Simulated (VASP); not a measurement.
An input for Ansatz (written as the equivalent of a VASP run, and not itself run):

Ansatz 0.2 input:
```yaml
crystal:
  lattice:
    - [10.2885980, -2.0941898, 0.0694766]
    - [10.2885980, 2.0941898, 0.0694766]
    - [9.8380326, 0.0000000, 3.6686270]
  atoms:
    - { symbol: Bi, position: [0.3967540, 0.3967540, 0.3967540] }
    - { symbol: Bi, position: [0.6032460, 0.6032460, 0.6032460] }
    - { symbol: Se, position: [0.0000000, 0.0000000, 0.0000000] }
    - { symbol: Se, position: [0.2185833, 0.2185833, 0.2185833] }
    - { symbol: Se, position: [0.7814167, 0.7814167, 0.7814167] }
kpoints:
  mp_grid: { grid: [6, 6, 6] }
hamiltonian:
  xc: pbe
  pseudopotentials: { kind: paw }
scf:
  occupations: { method: gaussian, width: 0.05 }
  max_iter: 100
relax:
  max_steps: 60
  f_tol: 0.02
  cell: {}
output: { forces: true, stress: true, eigenvalues: true }
```

**Question.** Write the VASP files for the same calculation (PBE).

**Answer.** One answer among several that fit: 
KPOINTS:
```
Automatic mesh
0
Gamma
6 6 6
0 0 0
```

INCAR:
```
! general
SYSTEM =Bi2Se3
PREC   =Accurate
ENCUT  =520
LREAL  =F
LASPH  =T

! electronic loop
EDIFF  =1E-6
NELM   =100
ALGO   =Normal
LMAXMIX=4

! smearing
ISMEAR =0
SIGMA  =0.05

! functional
GGA    =PE

! ions
IBRION =2
NSW    =60
ISIF   =3
EDIFFG =-0.02

! output
LWAVE  =F
LCHARG =F
```

POSCAR:
```
Bi2Se3
1
   10.2885980216    -2.0941897626     0.0694765935
   10.2885980216     2.0941897626     0.0694765935
    9.8380325951    -0.0000000000     3.6686269985
Bi Se
2 3
Direct
  0.3967540309   0.3967540309   0.3967540309
  0.6032459691   0.6032459691   0.6032459691
  0.0000000000   0.0000000000   0.0000000000
  0.2185833241   0.2185833241   0.2185833241
  0.7814166759   0.7814166759   0.7814166759
```

POTCAR, in this order: Bi_d Se (PBE.64 set). Program: vasp_std.

What does not carry over: each code has its own PAW files, so the cut-off isn't converted (ENCUT is set for VASP's; basis.ecutwfc is left out, and Ansatz then takes the one that its files recommend); Ansatz stops its SCF on the density residual and VASP on the energy change (EDIFF).

The compound is Bi2Se3 in the tetradymite structure. This run relaxes it. Symmetry was kept, so distortions that lower it aren't found. The start is the result of an earlier pass.
